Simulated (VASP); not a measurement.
```
LiF
1.0
    0.00000     2.05554     2.05554
    2.05554     0.00000     2.05554
    2.05554     2.05554     0.00000
Li F
1 1
Cartesian
  2.05554   4.11108   2.05554
  2.05554   2.05554   2.05554
```

These are AM05 GGA, VASP's PBE PAW potentials (set 64) (plane waves; VASP) values and carry that method's errors. Numerical set-up: 520 eV cut-off, 11×11×11 Γ-centred mesh, Gaussian smearing of 0.050 eV, potentials Li_sv F.

Question: Give the stress tensor in GPa (positive for a compressed cell).

Answer: 
```
-3.41   0.00   0.00
 0.00  -3.41   0.00
 0.00   0.00  -3.41
```
The pressure is its mean diagonal, -3.41 GPa.

The compound is LiF in the rock salt structure. This cell is one point of a volume scan, at 1.06 of the reference volume.
